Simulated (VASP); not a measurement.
Input for VASP

POSCAR:
```
HfC
1
    0.0000000000     2.3103674817     2.3103674817
    2.3103674817     0.0000000000     2.3103674817
    2.3103674817     2.3103674817     0.0000000000
Hf C
1 1
Direct
  0.0000000000   0.0000000000   0.0000000000
  0.5000000000   0.5000000000   0.5000000000
```

### INCAR
```
SYSTEM = HfC
PREC = Accurate
ENCUT = 520
EDIFF = 1E-7
NELM = 100
ALGO = Normal
LREAL = .FALSE.
LASPH = .TRUE.
ISMEAR = -5
GGA = PE
IVDW = 11
LMAXMIX = 6
LWAVE = .FALSE.
LCHARG = .TRUE.
LORBIT = 11
NEDOS = 601
ISIF = 2
```

KPOINTS:
```
Automatic mesh
0
Gamma
15 15 15
0 0 0
```

POTCAR, in this order: Hf_pv C (PBE.64 set). Program: vasp_std.

Write an equivalent input for Quantum ESPRESSO's pw.x.

One equivalent input (not run):
```
&CONTROL
  calculation = 'scf'
  pseudo_dir = './pseudo'
  outdir = './out'
  tprnfor = .true.
  tstress = .true.
/
&SYSTEM
  ibrav = 0
  nat = 2
  ntyp = 2
  ecutwfc = 82
  occupations = 'tetrahedra'
  input_dft = 'pbe'
  vdw_corr = 'grimme-d3'
  dftd3_version = 3
  dftd3_threebody = .false.
/
&ELECTRONS
  conv_thr = 7.3e-09
  electron_maxstep = 100
/
ATOMIC_SPECIES
  Hf 178.490 Hf.upf
  C 12.011 C.upf
CELL_PARAMETERS angstrom
     0.0000000    2.3103675    2.3103675
     2.3103675    0.0000000    2.3103675
     2.3103675    2.3103675    0.0000000
ATOMIC_POSITIONS crystal
  Hf   0.0000000  0.0000000  0.0000000
  C    0.5000000  0.5000000  0.5000000
K_POINTS automatic
  15 15 15 0 0 0
```
The two are equivalent in intent, not identical: the potentials are each code's own (VASP's PAW set, PseudoDojo norm-conserving files in pw.x), so ENCUT and ecutwfc are chosen apart and not converted; conv_thr bounds pw.x's estimated SCF error, while EDIFF bounds the energy change between steps.

The compound is HfC in the rock salt structure. It was relaxed first.
